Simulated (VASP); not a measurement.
Given:

```yaml
crystal:
  lattice:
    - [0.00000, 3.27119, 3.27119]
    - [3.27119, 0.00000, 3.27119]
    - [3.27119, 3.27119, 0.00000]
  atoms:
    - { symbol: In, position: [0.00000, 0.00000, 0.00000] }
    - { symbol: Sb, position: [0.25000, 0.25000, 0.25000] }
```

Calculation: AM05 GGA, VASP's PBE PAW potentials (set 64) (plane waves; VASP). Numerical set-up: 520 eV cut-off, 10×10×10 Γ-centred mesh, first-order Methfessel-Paxton smearing of 0.10 eV, potentials In_d Sb.

Q: Give the energy at these volumes per atom, relative to the lowest: 32.87, 33.91, 34.96, 36.01, 37.06 Å³.

A: 18.7, 4.5, 0.0, 3.5, 13.7 meV/atom. A third-order Birch-Murnaghan fit gives B0 = 40.5 GPa and B0′ = 4.9.

Measured: bulk modulus 46.1 GPa at 0 K (computed value off by -12.2 %), as given by Daniel Mejia-Rodriguez et al., Physical Review B (2018), arXiv:1807.09216 [0 K value with the zero-point phonon effect removed]; a 6.468 Å at 0 K (computed value off by +1.1 %), as given by Daniel Mejia-Rodriguez et al., Physical Review B (2018), arXiv:1807.09216 [static lattice: zero-point anharmonic expansion removed].

The compound is InSb in the zinc blende structure. It was relaxed first.
